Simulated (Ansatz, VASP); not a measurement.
Two plane-wave programs on Be3Sb2

File INCAR:

```
SYSTEM = Be3Sb2
  ALGO = Normal
  EDIFF = 1E-7
  EDIFFG = -0.01
  ENCUT = 600
  GGA = PE
  IBRION = 2
  ISIF = 3
  ISMEAR = 0
  LASPH = .TRUE.
  LCHARG = .FALSE.
  LREAL = .FALSE.
  LWAVE = .FALSE.
  NELM = 100
  NSW = 100
  PREC = Accurate
  SIGMA = 0.1
```

Contents of KPOINTS:

```
k-points
0
G
  10 10 6
  0 0 0
```

POSCAR

```
Be3Sb2
1.0
    4.0159845952      0.0000000000      0.0000000000
    0.0000000000      4.0159845952      0.0000000000
    0.0000000000      0.0000000000      5.8834553350
Be Sb
3 2
Direct
    0.0000000000      0.0000000000      0.0000000000
    0.5000000000      0.5000000000      0.5000000000
    0.0000000000      0.0000000000      0.5000000000
    0.5000000000      0.0000000000      0.7565739263
    0.0000000000      0.5000000000      0.2434260737
```

Input for Ansatz:

```yaml
crystal:
  lattice:
    - [4.0159845952, 0.0, 0.0]
    - [0.0, 4.0159845952, 0.0]
    - [0.0, 0.0, 5.883455335]
  atoms:
    - { symbol: Be, position: [0.0, 0.0, 0.0] }
    - { symbol: Be, position: [0.5, 0.5, 0.5] }
    - { symbol: Be, position: [0.0, 0.0, 0.5] }
    - { symbol: Sb, position: [0.5, 0.0, 0.7565739263] }
    - { symbol: Sb, position: [0.0, 0.5, 0.2434260737] }
basis:
  ecutwfc: 420
kpoints:
  mp_grid: { grid: [10, 10, 6] }
hamiltonian:
  xc: pbe
scf:
  occupations: { method: gaussian, width: 0.1 }
output:
  forces: true
  stress: true
  eigenvalues: true
relax:
  adjacent_minimum: "off"
  f_tol: 0.01
  max_steps: 80
  cell: { stress_tol: 0.05 }
```

Change from the starting cell: ordered vacancies on the cation sites of antifluorite (P-4m2, No. 115).

Alike in both runs: task relaxation of cell and atoms; functional PBE; k mesh 10 × 10 × 6; occupations gaussian, width 0.1 eV; no spin polarisation.

|  | VASP | Ansatz |
| --- | --- | --- |
| version | VASP 6.6.1 | Ansatz 0.2.0 |
| potentials or method | VASP PAW PBE potentials, release 64 (Be, Sb) | scalar-relativistic, plane waves, PAW |
| plane-wave cutoff (eV) | 600 | 420 |
| valence electrons in the cell | 16 | 36 |

|  | VASP | Ansatz | Ansatz less VASP |
| --- | --- | --- | --- |
| gap on the k mesh at the Fermi level, each at its own relaxed structure (eV) | none | none | - |
| relaxed volume (Å³/atom) | 19.03 | 18.94 | -0.091 |
| relaxed cell length with the largest relative difference (Å) | 5.937 | 5.925 | -0.0112 |

A gap of «none» marks a metal or a gap that the smearing closes. The two sets of potentials don't hold the same shells in valence.

Spin-orbit coupling is left out, which matters for the levels of Sb.
